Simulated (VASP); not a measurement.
Output of a VASP run:

OSZICAR:
```
       N       E                     dE             d eps       ncg     rms          rms(c)
DAV:   1     0.809088797503E+02    0.80909E+02   -0.11422E+04  1688   0.118E+03
DAV:   2    -0.329647875659E+02   -0.11387E+03   -0.10959E+03  2114   0.283E+02
DAV:   3    -0.359879708240E+02   -0.30232E+01   -0.30206E+01  2114   0.471E+01
DAV:   4    -0.360048929389E+02   -0.16922E-01   -0.16920E-01  2163   0.382E+00
DAV:   5    -0.360050443928E+02   -0.15145E-03   -0.15145E-03  2093   0.316E-01    0.465E+01
DAV:   6    -0.304219848120E+02    0.55831E+01   -0.29310E+01  1939   0.374E+01    0.419E+01
DAV:   7    -0.303197870530E+02    0.10220E+00   -0.76136E-01  2163   0.792E+00    0.284E+01
DAV:   8    -0.302913609383E+02    0.28426E-01   -0.24391E-01  2142   0.503E+00    0.580E+00
DAV:   9    -0.302796293643E+02    0.11732E-01   -0.45046E-02  2016   0.187E+00    0.164E+00
DAV:  10    -0.302797069064E+02   -0.77542E-04   -0.47677E-03  2281   0.537E-01    0.314E-01
DAV:  11    -0.302796707525E+02    0.36154E-04   -0.31665E-04  2030   0.144E-01    0.215E-01
DAV:  12    -0.302796831484E+02   -0.12396E-04   -0.55353E-05  2199   0.559E-02    0.619E-02
DAV:  13    -0.302796840108E+02   -0.86239E-06   -0.21840E-06  1863   0.117E-02
   1 F= -.30279684E+02 E0= -.30279684E+02  d E =-.374177E-10
```

**OUTCAR**
```
------------------------ aborting loop because EDIFF is reached ----------------------------------------
  FORCE on cell =-STRESS in cart. coord.  units (eV):
  Direction    XX          YY          ZZ          XY          YZ          ZX
  --------------------------------------------------------------------------------------
  Total       -2.0045112     -2.0045112     -2.0045112     -0.0000000      0.0000000     -0.0000000
  in kB      -96.9524087    -96.9524087    -96.9524087     -0.0000000      0.0000000     -0.0000000
  external PRESSURE =     -96.9524087 kB  Pullay stress =       0.0000000 kB
  volume of cell :       33.13
      direct lattice vectors                 reciprocal lattice vectors
     0.000000000  2.549041000  2.549041000    -0.196152200  0.196152200  0.196152200
     2.549041000  0.000000000  2.549041000     0.196152200 -0.196152200  0.196152200
     2.549041000  2.549041000  0.000000000     0.196152200  0.196152200 -0.196152200
 POSITION                                       TOTAL-FORCE (eV/Angst)
 -----------------------------------------------------------------------------------
      0.00000      0.00000      0.00000         0.000000      0.000000      0.000000
      3.82356      3.82356      3.82356        -0.000000      0.000000     -0.000000
      1.27452      1.27452      1.27452         0.000000     -0.000000     -0.000000
 -----------------------------------------------------------------------------------
    total drift:                               -0.000000      0.000000      0.000000
  FREE ENERGIE OF THE ION-ELECTRON SYSTEM (eV)
  ---------------------------------------------------
  free  energy   TOTEN  =       -30.2796840108 eV

  energy  without entropy=      -30.2796840107  energy(sigma->0) =      -30.27968401
```
(Selected blocks of OUTCAR.)

File POSCAR:
```
HfO2
1
    0.0000000000     2.5490410000     2.5490410000
    2.5490410000     0.0000000000     2.5490410000
    2.5490410000     2.5490410000     0.0000000000
Hf O
1 2
Direct
  0.0000000000   0.0000000000   0.0000000000
  0.7500000000   0.7500000000   0.7500000000
  0.2500000000   0.2500000000   0.2500000000
```

### Question
Write an INCAR and KPOINTS that could have produced this output.

### Answer
One answer among several that fit: the input of the run itself, PBE GGA, plane waves, VASP's PBE PAW potentials (set 64).

INCAR:
```
SYSTEM = HfO2
PREC = Accurate
ENCUT = 400
EDIFF = 1E-6
NELM = 100
ALGO = Normal
LREAL = .FALSE.
LASPH = .TRUE.
ISMEAR = -1
SIGMA = 0.05
GGA = PE
LMAXMIX = 6
LWAVE = .FALSE.
LCHARG = .FALSE.
ISIF = 2
```

File KPOINTS:
```
Regular mesh
0
gamma
 11 11 11
0 0 0
```

POTCAR, in this order: Hf_pv O (PBE.64 set). Program: vasp_std.

At this cut-off the stress carries a Pulay error, which pulls relaxed volumes low.

The structure comes from a computed database's HfO2 entry; how it stands against other phases isn't given here. The cell was not relaxed at this level. The run is one of a series of settings (KPOINTS 11×11×11 Γ-centred mesh against the base run), some of them coarse on purpose.
